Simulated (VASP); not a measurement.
Output of a VASP run:

**OSZICAR**
```
       N       E                     dE             d eps       ncg     rms          rms(c)
DAV:   1     0.431053333637E+02    0.43105E+02   -0.63331E+03  7712   0.110E+03
DAV:   2    -0.124227677375E+02   -0.55528E+02   -0.54694E+02  9859   0.239E+02
DAV:   3    -0.130483513667E+02   -0.62558E+00   -0.59990E+00  8807   0.255E+01
DAV:   4    -0.130530645111E+02   -0.47131E-02   -0.47069E-02  8809   0.172E+00
DAV:   5    -0.130531006637E+02   -0.36153E-04   -0.36151E-04  8630   0.121E-01    0.143E+01
DAV:   6    -0.126773254027E+02    0.37578E+00   -0.41171E-01  8013   0.768E+00    0.696E+00
DAV:   7    -0.125590938916E+02    0.11823E+00   -0.33219E-01  8093   0.653E+00    0.362E-01
DAV:   8    -0.125570741214E+02    0.20198E-02   -0.25241E-03  8448   0.655E-01    0.506E-02
DAV:   9    -0.125570846468E+02   -0.10525E-04   -0.31647E-05  9043   0.723E-02    0.294E-02
DAV:  10    -0.125570827749E+02    0.18719E-05   -0.25504E-06  8428   0.231E-02    0.448E-03
DAV:  11    -0.125570829183E+02   -0.14341E-06   -0.38919E-08  5509   0.292E-03    0.265E-04
DAV:  12    -0.125570828854E+02    0.32882E-07   -0.20223E-09  4047   0.541E-04
   1 F= -.12557083E+02 E0= -.12557210E+02  d E =0.380999E-03
```

**OUTCAR**
```
------------------------ aborting loop because EDIFF is reached ----------------------------------------
  FORCE on cell =-STRESS in cart. coord.  units (eV):
  Direction    XX          YY          ZZ          XY          YZ          ZX
  --------------------------------------------------------------------------------------
  Total       -0.0009750     -0.0020345     -0.0009750     -0.0000000      0.0000000     -0.0526804
  in kB       -0.0882258     -0.1841055     -0.0882258     -0.0000000      0.0000000     -4.7670549
  external PRESSURE =      -0.1201857 kB  Pullay stress =       0.0000000 kB
  volume of cell :       17.71
      direct lattice vectors                 reciprocal lattice vectors
    -1.637810494  1.641915282  1.637810494    -0.000761311  0.304522411  0.304524314
     1.646020070 -1.641915282  1.646020070     0.303763003  0.000000000  0.303763003
     1.637810494  1.641915282 -1.637810494     0.304524314  0.304522411 -0.000761311
 POSITION                                       TOTAL-FORCE (eV/Angst)
 -----------------------------------------------------------------------------------
      0.00000      0.00000      0.00000        -0.000000      0.000000     -0.000000
 -----------------------------------------------------------------------------------
    total drift:                                0.000000     -0.000000      0.000000
  FREE ENERGIE OF THE ION-ELECTRON SYSTEM (eV)
  ---------------------------------------------------
  free  energy   TOTEN  =       -12.5570828854 eV

  energy  without entropy=      -12.5574638844  energy(sigma->0) =      -12.55720989
```
(Selected blocks of OUTCAR.)

POSCAR:
```
Ta
1
   -1.6378104937     1.6419152819     1.6378104937
    1.6460200701    -1.6419152819     1.6460200701
    1.6378104937     1.6419152819    -1.6378104937
Ta
1
Direct
  0.0000000000   0.0000000000   0.0000000000
```

Task: Reconstruct the remaining input files.

Result: Several could match; the one computed here: the input of the run itself, PBEsol GGA, plane waves, VASP's PBE PAW potentials (set 64).

File KPOINTS:
```
Regular mesh
0
Gamma
14 14 14
0 0 0
```

**INCAR**
```
SYSTEM = Ta
PREC = Accurate
ENCUT = 480
EDIFF = 1E-7
NELM = 100
ALGO = Normal
LREAL = .FALSE.
LASPH = .TRUE.
ISMEAR = 1
SIGMA = 0.1
GGA = PS
LMAXMIX = 6
LWAVE = .FALSE.
LCHARG = .FALSE.
ISIF = 2
```

POTCAR, in this order: Ta_pv (PBE.64 set). Program: vasp_std.

The compound is Ta in the bcc structure. This cell was strained or had an atom moved on purpose.
